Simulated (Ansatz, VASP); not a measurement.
# Sc in two plane-wave programs, part 2 of 2

One calculation is typed for both programs; each brings its own data sets. How far apart do they land? Of the first pair: The structure shown is the end of the Ansatz relaxation below.

VASP 6.6.1 and Ansatz 0.2.0.

So far. Step 6 (VASP: single point, PBEsol, pair 2): The run ends at a pressure of 1.84 GPa.

## (8) VASP: relaxation of cell and atoms, PBEsol

Level of this step: PBEsol; plane waves and PAW (Sc_sv) (VASP).

The relaxed volume is the usual yardstick between codes: in a stiff, nearly cubic crystal its relative difference is about their pressure difference at one cell divided by the bulk modulus. Its start cell is another than that of the pair before, and may be another structure of the material.

Input file INCAR:

```
SYSTEM = Sc
PREC = Accurate
ENCUT = 500
EDIFF = 1E-07
NELM = 120
ISMEAR = 1
SIGMA = 0.2
LREAL = .FALSE.
ALGO = Normal
GGA = PS
NBANDS = 17
LASPH = .TRUE.
LORBIT = 11
LWAVE = .FALSE.
LCHARG = .FALSE.
ISIF = 3
IBRION = 2
NSW = 80
EDIFFG = -0.005
GGA_COMPAT = .FALSE.
NELMIN = 4
KPAR = 2
```

Input file POSCAR:

```
Sc
1.0
    3.2769240000      0.0000000000      0.0000000000
   -1.6384620000      2.8378990000      0.0000000000
    0.0000000000      0.0000000000      5.0824600000
Sc
2
Direct
    0.3333335094      0.6666666666      0.2500000000
    0.6666668428      0.3333333332      0.7500000000
```

Input file KPOINTS:

```
Automatic mesh
0
Gamma
15 15 8
0 0 0
```

Potentials, in the order of the species: Sc_sv (PBE family, release 64).

The run is started by

```sh
mpirun -np 2 vasp_std
```

Numbers of over 12 decimals in the logs are rounded to 6 here.

The log of the run:

```text
[... set-up lines as in an earlier step ...]
 entering main loop
       N       E                     dE             d eps       ncg     rms          rms(c)
DAV:   1     0.355922270711E+03    0.35592E+03   -0.10956E+04  4598   0.135E+03
DAV:   2     0.544824347655E+01   -0.35047E+03   -0.34414E+03  5710   0.573E+02
DAV:   3    -0.143294208212E+02   -0.19778E+02   -0.19079E+02  7428   0.164E+02
DAV:   4    -0.146924544310E+02   -0.36303E+00   -0.36133E+00  6668   0.208E+01
[...]
DAV:  12    -0.132113726049E+02   -0.14613E-05   -0.32147E-07  5248   0.594E-03    0.855E-04
DAV:  13    -0.132113722558E+02    0.34910E-06   -0.22144E-08  3798   0.237E-03    0.861E-05
DAV:  14    -0.132113722543E+02    0.15712E-08   -0.52090E-09  3524   0.167E-03
   1 F= -.13211372E+02 E0= -.13210042E+02  d E =-.132114E+02
[...]
N       E                     dE             d eps       ncg     rms          rms(c)
DAV:   1    -0.132113831789E+02   -0.10923E-04   -0.99007E-04  5027   0.629E-01    0.223E-02
DAV:   2    -0.132113793759E+02    0.38030E-05   -0.71922E-05  7226   0.124E-01    0.136E-02
DAV:   3    -0.132113754742E+02    0.39017E-05   -0.12727E-05  8638   0.473E-02    0.221E-03
DAV:   4    -0.132113753077E+02    0.16650E-06   -0.76336E-07  6314   0.126E-02    0.112E-03
DAV:   5    -0.132113753445E+02   -0.36786E-07   -0.27596E-08  3064   0.310E-03
   2 F= -.13211375E+02 E0= -.13210048E+02  d E =-.309020E-05
 trial-energy change:   -0.000003  1 .order   -0.000003   -0.000004   -0.000002
 step:   1.8448(harm=  1.8448)  dis= 0.00000  next Energy=   -13.211376 (dE=-0.402E-05)
 reached required accuracy - stopping structural energy minimisation
```

Parts of OUTCAR (step 8):

```text
  Total        0.0027483      0.0027483     -0.0047732      0.0000000      0.0000000     -0.0000000
  in kB        0.0931566      0.0931566     -0.1617927      0.0000000      0.0000000     -0.0000000
  external PRESSURE =       0.0081735 kB  Pullay stress =       0.0000000 kB

 POSITION                                       TOTAL-FORCE (eV/Angst)
 -----------------------------------------------------------------------------------
      0.00000      1.89221      1.27030         0.000000     -0.000000     -0.000000
      1.63871      0.94611      3.81090        -0.000000      0.000000      0.000000
 -----------------------------------------------------------------------------------
    total drift:                               -0.000671     -0.000006      0.000000

  FREE ENERGIE OF THE ION-ELECTRON SYSTEM (eV)
  ---------------------------------------------------
  free  energy   TOTEN  =       -13.2113753445 eV

  energy  without entropy=      -13.2073933714  energy(sigma->0) =      -13.21004802

 reached required accuracy - stopping structural energy minimisation

[... 1 part as in an earlier step ...]

[... 2 further parts left out ...]
[key lines of the parts left out:]
E-fermi :   3.8175
```

The run keeps the 24 symmetry operations of its start, so it cannot find a distortion of lower symmetry.

## (9) Ansatz: relaxation of cell and atoms, PBEsol

The same cell, functional, mesh and smearing now go to Ansatz, which takes its cutoff from its data sets.

The cell is taken from a series of runs on this material, whose earlier steps may have relaxed, scaled, displaced or heated it; both programs get it as it stands.

Input file input.yaml:

```yaml
crystal:
  lattice:
    - [3.2769239631, 0.0, 0.0]
    - [-1.6384619816, 2.8378993983, 0.0]
    - [0.0, 0.0, 5.0824604557]
  atoms:
    - { symbol: Sc, position: [0.3333333333, 0.6666666667, 0.25] }
    - { symbol: Sc, position: [0.6666666667, 0.3333333333, 0.75] }
kpoints:
  mp_grid: { grid: [15, 15, 8] }
hamiltonian:
  xc: pbesol
scf:
  occupations: { method: methfessel_paxton, width: 0.2 }
output:
  forces: true
  stress: true
  eigenvalues: true
relax:
  adjacent_minimum: "off"
  f_tol: 0.001
  max_steps: 60
  cell: { stress_tol: 0.01 }
```

The run is started by

```sh
ansatz run input.yaml --threads 8 --pin off --max-ram 30720MiB --backend cpu --events-out ev --progress --plain --runs-dir out
```

The log of the run:

```text
[...]
Crystal: 2 atoms, lattice volume = 47.265 Å³
Basis set: ecut = 420 eV, 953 PW (Γ), exchange–correlation on 48×48×72 points (8 copies of the dense FFT grid, shifted against one another)
Bands: 15, of which v1, the nominal top of the filled ones, is band 11 counted from 1 (10 counted from 0)
Symmetry: 24 space group operations
[...]
k-points: 135 of 1800
[...]
k-point 134: bands = [... 7 lower, -17.9924, 9.2031, 9.2031, 9.4806, 9.4806, 9.9378, 9.9378, 12.1284]
--- Relaxed structure (2 steps of the walk, 2 accepted, 1 SCFs on fresh bases) ---
[...]
cell:  # Å, volume = 47.2636 Å³
    - [3.277597, 2.8873537783665803e-11, 0]
    - [-1.638799, 2.838483, 0]
    - [0, 0, 5.080252]
  atoms:
    - { symbol: Sc, position: [0.333333, 0.666667, 0.25] }
    - { symbol: Sc, position: [0.666667, 0.333333, 0.750000] }
[key lines of the parts left out:]
SCF converged after 4 iterations
Free energy (F): -4222.738740 eV
Fermi energy:    9.633243 eV
P = ⅓ Tr σ = -0.0019 GPa (-0.019 kbar)
```

## (10) Differences

What differs besides the data sets and the points named for the pairs above, as far as they apply: Ansatz adds a Pulay correction to the stress that steers its cell, VASP none. Total energies have different zeros and are not compared.

The two programs side by side:

| quantity | Ansatz | VASP | difference |
| --- | --- | --- | --- |
| volume (Å³) | 47.26 | 47.27 | -0.01 % |
| edge a after relaxation, in the typed setting (Å) | 3.278 | 3.277 | +0.01 % |
| edge c after relaxation, in the typed setting (Å) | 5.080 | 5.081 | -0.02 % |

## (11) Summary of results

```json
{
  "difference in pressure (single point, PBEsol, pair 1)": "-7.2e-4 GPa",
  "difference in pressure (single point, PBEsol, pair 2)": "-0.0052 GPa",
  "difference in edge c after relaxation, in the typed setting (relaxation of cell and atoms, PBEsol)": "-0.018 %"
}
```

In words: The difference in edge c after relaxation, in the typed setting is -0.018 % (relaxation of cell and atoms, PBEsol), within the 1.2 % picked in this series as the mark of a large difference, as far as the stopping tolerances let one tell. 3 further runs of this series are not shown here. Such differences can come from data sets, numerical settings and the points named under the comparisons, not from the functional's error against experiment.

[Lines on the potential files, build, host, timing and source positions are cut from VASP's logs without a mark.]

[Logs are printed without paths, hosts, clocks, repeated set-up lines and the standing remarks that a program may print on its own settings, such as how far it seeks lower states.]

[Hosts, paths, dates, database ids (printed as entryN), source tags and the programs' standing remarks are cut or masked in the printed files.]
